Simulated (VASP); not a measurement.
A convergence study with VASP on FeO (rock salt, AFM-II order): one setting is varied, all else stays as given below, so the limit is that of these other settings.

```xyz
4
Lattice="4.3300 2.1650 2.1650 2.1650 4.3300 2.1650 2.1650 2.1650 4.3300" Properties=species:S:1:pos:R:3 pbc="T T T"
Fe     0.0000     0.0000     0.0000
Fe     4.3300     4.3300     4.3300
O      2.1650     2.1650     2.1650
O      6.4950     6.4950     6.4950
```
Starting moments (μB, in the order of the record's atoms Fe Fe O O): 4.0 -4.0 0.0 0.0.

Calculation: PBE GGA, VASP's PBE PAW potentials (set 64) (plane waves; VASP 6.6.1). The tightest run used: 700 eV cut-off, 13×13×13 Monkhorst-Pack mesh, Gaussian smearing of 0.050 eV, potentials Fe O.

**Question.** The settings run are 1×1×1 mesh; 2×2×2 mesh; 3×3×3 mesh; 4×4×4 mesh; 5×5×5 mesh; 6×6×6 mesh; 7×7×7 mesh; 8×8×8 mesh; 9×9×9 mesh; 10×10×10 mesh; 11×11×11 mesh; 12×12×12 mesh; 13×13×13 mesh. From which on does the energy per atom stay within 0.01 eV/atom of the tightest run?

**Answer.** From 5×5×5 mesh on: it is off by 0.0059 there and by no more than 0.01 in any finer run, while 4×4×4 mesh is off by 0.0110.
```csv
setting,E (eV/atom),pressure (GPa),irreducible k-points,difference judged (eV/atom)
1×1×1 mesh,-6.1084,-13.34,1,1.3432
2×2×2 mesh,-7.4232,-6.15,2,0.0284
3×3×3 mesh,-7.4725,-5.17,6,0.0208
4×4×4 mesh,-7.4406,-3.78,10,0.0110
5×5×5 mesh,-7.4457,-3.98,19,0.0059
6×6×6 mesh,-7.4519,-4.19,28,0.0003
7×7×7 mesh,-7.4533,-4.20,44,0.0016
8×8×8 mesh,-7.4514,-4.09,60,0.0002
9×9×9 mesh,-7.4505,-4.08,85,0.0012
10×10×10 mesh,-7.4521,-4.13,110,0.0004
11×11×11 mesh,-7.4533,-4.14,146,0.0017
12×12×12 mesh,-7.4524,-4.13,182,0.0007
13×13×13 mesh,-7.4516,-4.11,231,0.0000
```

Left out are rungs that failed or repeat a setting and relaxations that didn't move; long series are thinned to 24 rows.

The compound is FeO in the rock salt, AFM-II order structure. The cell was not relaxed at this level. The spin order is the one that the start imposed; others were not tried in this run.
